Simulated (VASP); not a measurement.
# GaHBrOF: harmonic vibrations of a molecule

GaHBrOF, molecule in box, 5 atoms in the cell. PBE, harmonic vibrations; PAW potentials O, Ga_d, F, Br, H (PBE set).

## Input

INCAR.step1:
```
SYSTEM = GaHBrOF
PREC = Accurate
ENCUT = 400
EDIFF = 1E-8
ISMEAR = 0
SIGMA = 0.01
ISYM = 0
LREAL = .False.
LASPH = .True.
NELM = 100
ALGO = Normal
LWAVE = .False.
LCHARG = .False.
IBRION = 2
NSW = 60
ISIF = 2
EDIFFG = -0.002
POTIM = 0.5
```

INCAR.step2, as INCAR.step1 but for:
```
- IBRION = 2
- NSW = 60
- ISIF = 2
- EDIFFG = -0.002
- POTIM = 0.5
+ IBRION = 5
+ NFREE = 2
+ POTIM = 0.015
+ NSW = 1
```

KPOINTS:
```
k-points
0
Gamma
  1 1 1
```

POSCAR.step1:
```
GaHBrOF
1.0
   11.0000000000      0.0000000000      0.0000000000
    0.0000000000     13.0000000000      0.0000000000
    0.0000000000      0.0000000000     13.0000000000
O Ga F Br H
1 1 1 1 1
Direct
    0.4314727300      0.3777961500      0.5654115400
    0.4766181800      0.4893346200      0.4985192300
    0.4453636400      0.4926653800      0.3678115400
    0.5708909100      0.6254346200      0.5711346200
    0.4509727300      0.3798961500      0.6374192300
```

Commands (each step's output is kept before the next begins):
```
cat potpaw_PBE.64/O/POTCAR potpaw_PBE.64/Ga_d/POTCAR potpaw_PBE.64/F/POTCAR potpaw_PBE.64/Br/POTCAR potpaw_PBE.64/H/POTCAR > POTCAR
cp INCAR.step1 INCAR
cp POSCAR.step1 POSCAR
mpirun -np 4 vasp_gam > vasp.out
cp CONTCAR POSCAR
cp INCAR.step2 INCAR
mpirun -np 4 vasp_gam > vasp.out
```

## Result

- Vibrations (cm⁻¹; a negative value is imaginary): 3738, 874, 686, 643, 342, 294, 171, 160, 120
- Zero-point energy (eV): 0.436
- Translations and rotations, which should read zero (cm⁻¹): -10, -6, -1, 8, 16, 28
- Vibrational entropy at 298 K (meV/K): 0.502
- Displaced cells: 30
- Ionic steps, all stages: 79
- Electronic steps, all stages: 1231

VASP 6.6.1 took 3048 s on 4 cores (Intel Xeon Platinum 8375C @ 2.90GHz (Ice Lake)), a shared host.
